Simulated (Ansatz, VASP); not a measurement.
## Si: VASP beside Ansatz

INCAR

```
SYSTEM = Si
PREC = Accurate
ENCUT = 520
EDIFF = 1E-6
ISMEAR = 0
SIGMA = 0.15
LREAL = .FALSE.
LASPH = .TRUE.
NELM = 60
ALGO = Normal
ISIF = 2
LWAVE = .FALSE.
LCHARG = .FALSE.
NBANDS = 11
```

The input KPOINTS:

```
regular mesh
0
G
  20 20 20
  0 0 0
```

POSCAR

```
Si
1.0
   -2.2765174123      2.2765174123      1.4356066211
    2.2765174123     -2.2765174123      1.4356066211
    2.2765174123      2.2765174123     -1.4356066211
Si
2
Direct
    0.2500000000      0.7500000000      0.5000000000
    0.5000000000      0.5000000000      0.0000000000
```

Input for Ansatz:

```yaml
crystal:
  lattice:
    - [-2.2765174123, 2.2765174123, 1.4356066211]
    - [2.2765174123, -2.2765174123, 1.4356066211]
    - [2.2765174123, 2.2765174123, -1.4356066211]
  atoms:
    - { symbol: Si, position: [0.25, 0.75, 0.5] }
    - { symbol: Si, position: [0.5, 0.5, 0.0] }
basis:
  ecutwfc: 420
kpoints:
  mp_grid: { grid: [20, 20, 20] }
hamiltonian:
  xc: lda
scf:
  occupations: { method: gaussian, width: 0.15 }
output:
  forces: true
  stress: true
  eigenvalues: true
  write_density: true
  write_potential: true
  elf: true
  volumetric_format: npy
```

Change from the starting cell: strain -0.040 along x and y, +0.080 along z, atoms carried along.

Alike in both runs: task single point; functional LDA; k mesh 20 × 20 × 20; occupations gaussian, width 0.15 eV; no spin polarisation.

|  | VASP | Ansatz |
| --- | --- | --- |
| version | VASP 6.6.1 | Ansatz 0.2.0 |
| potentials or method | VASP PAW LDA potentials, release 64 (Si) | scalar-relativistic, plane waves, PAW |
| plane-wave cutoff (eV) | 520 | 420 |
| valence electrons in the cell | 8 | 8 |

```csv
,VASP,Ansatz,Ansatz less VASP
gap on the k mesh at the Fermi level (eV),none,none,-
pressure (GPa),3.5,3.4,-0.07
largest component of the traceless stress (GPa),7.89,7.83,-0.059
```

A gap of «none» marks a metal or a gap that the smearing closes.
